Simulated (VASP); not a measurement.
Method: PBE GGA, VASP's PBE PAW potentials (set 64) (plane waves; VASP).

VASP ran on this input.

### KPOINTS
```
Automatic mesh
0
Gamma
6 6 4
0 0 0
```

INCAR:
```
SYSTEM = AlN
PREC = Normal; ENCUT = 500; LREAL = .FALSE.
LASPH = .TRUE.
EDIFF = 1E-8; NELM = 100; ALGO = Normal
ISMEAR = 0; SIGMA = 0.01
GGA = PE
LWAVE = .TRUE.; LCHARG = .FALSE.
```

### POSCAR
```
AlN
1
    1.5550000000    -2.6933390000     0.0000000000
    1.5550000000     2.6933390000     0.0000000000
    0.0000000000     0.0000000000     4.9800000000
Al N
2 2
Direct
  0.6666670000   0.3333330000   0.5000000000
  0.3333330000   0.6666670000   0.0000000000
  0.6666670000   0.3333330000   0.8820000000
  0.3333330000   0.6666670000   0.3820000000
```

POTCAR, in this order: Al_GW N_GW_new (PBE.64 set). Program: vasp_std.

**Question.** What does the run give for the energy per atom (σ→0), pressure, band gap (on the k-mesh)?

**Answer.** 
The energy per atom (σ→0) is -7.455 eV/atom, the band gap (on the k-mesh) is 4.21 eV and the pressure is 3.53 GPa.

File OSZICAR:
```
...
DAV:   9    -0.298182861565E+02    0.27539E-02   -0.19457E-02   836   0.187E+00    0.112E-01
DAV:  10    -0.298183054264E+02   -0.19270E-04   -0.65953E-04   592   0.285E-01    0.559E-02
DAV:  11    -0.298182758469E+02    0.29579E-04   -0.29216E-04   828   0.230E-01    0.406E-03
DAV:  12    -0.298182793877E+02   -0.35408E-05   -0.12269E-05   796   0.449E-02    0.947E-03
DAV:  13    -0.298182772577E+02    0.21300E-05   -0.10305E-05   828   0.411E-02    0.682E-04
DAV:  14    -0.298182772807E+02   -0.23030E-07   -0.16456E-07   636   0.432E-03    0.665E-04
DAV:  15    -0.298182772885E+02   -0.77350E-08   -0.14835E-08   420   0.248E-03
   1 F= -.29818277E+02 E0= -.29818277E+02  d E =-.137672E-12
```

The compound is AlN in the wurtzite structure. The cell was not relaxed at this level.
